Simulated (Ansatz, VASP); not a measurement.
TaF3: VASP beside Ansatz

```
CELL_PARAMETERS angstrom
3.90120 0.00000 0.00000
0.00000 3.90120 0.00000
0.00000 0.00000 3.90120
ATOMIC_POSITIONS crystal
Ta 0.00000 0.00000 0.00000
F 0.50000 0.00000 0.00000
F 0.00000 0.50000 0.00000
F 0.00000 0.00000 0.50000
```

Alike in both runs: task single point; functional r2SCAN; k mesh 5 × 5 × 5; occupations gaussian, width 0.05 eV; collinear spin; Hubbard terms Ta d U = 3.0 eV.

|  | VASP | Ansatz |
| --- | --- | --- |
| version | VASP 6.6.1 | Ansatz 0.2.0 |
| potentials or method | VASP PAW PBE potentials, release 64 (Ta_pv, F) | scalar-relativistic, plane waves, PAW |
| plane-wave cutoff (eV) | 520 | 500 |
| valence electrons in the cell | 32 | 34 |

VASP gave:

* gap on the k mesh at the Fermi level (eV): none
* net moment per atom (μB): 0.50
* size of the moment on the site where the two differ most (μB): 1.59

What did Ansatz give for the same quantities?

gap on the k mesh at the Fermi level (eV): none; net moment per atom (μB): 0.50; size of the moment on the site where the two differ most (μB): 0.79.

Site moments also hang on the region over which each program counts them. The programs project onto different local orbitals, so the same U acts differently. A gap of «none» marks a metal or a gap that the smearing closes. The two sets of potentials don't hold the same shells in valence. Ansatz warned: «filled_band_counts_differ_across_k_points».

 The runs have no spin-orbit coupling, so splittings on Ta are missing. The state reached can hang on the start; a lower one may exist.
